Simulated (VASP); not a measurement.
Calculation: r2SCAN meta-GGA, VASP's PBE PAW potentials (set 64) (plane waves; VASP).

A VASP calculation is set up with these files.

**POSCAR**
```
CuF
1
    2.8736292282     0.0000000000     0.0000000000
   -1.4368146141     2.4886360476     0.0000000000
   -0.0000000000     0.0000000000     6.3603815294
Cu F
2 2
Direct
  0.3333330000   0.6666670000   0.0404043307
  0.6666670000   0.3333330000   0.5404043307
  0.3333330000   0.6666670000   0.3345956693
  0.6666670000   0.3333330000   0.8345956693
```

**INCAR**
```
ALGO  =  Normal
EDIFF  =  1E-6
EDIFFG  =  -0.02
ENCUT  =  520
IBRION  =  2
ISIF  =  3
ISMEAR  =  0
LASPH  =  .TRUE.
LCHARG  =  .FALSE.
LMAXMIX  =  4
LMIXTAU  =  .TRUE.
LREAL  =  .FALSE.
LWAVE  =  .FALSE.
METAGGA  =  R2SCAN
NELM  =  100
NSW  =  60
PREC  =  Accurate
SIGMA  =  0.05
SYSTEM  =  CuF
```

KPOINTS:
```
Automatic mesh
0
G
 8 8 3
0 0 0
```

POTCAR, in this order: Cu F (PBE.64 set). Program: vasp_std.

Q: What will the output report for the number of irreducible k-points (NKPTS), number of bands (NBANDS), largest plane-wave count, number of space-group operations, FFT grid (NGX, NGY, NGZ)?

A: 
```yaml
number of irreducible k-points (NKPTS): 20
number of bands (NBANDS): 22
largest_plane_wave_count: 1248
number_of_space_group_operations: 12
FFT grid (NGX, NGY, NGZ): 24 × 24 × 48
```

The structure was generated: CuF was put into the wurtzite type (P6_3mc), which need not be its known phase. This run relaxes it. Symmetry was kept, so distortions that lower it aren't found. The start is the result of an earlier pass.
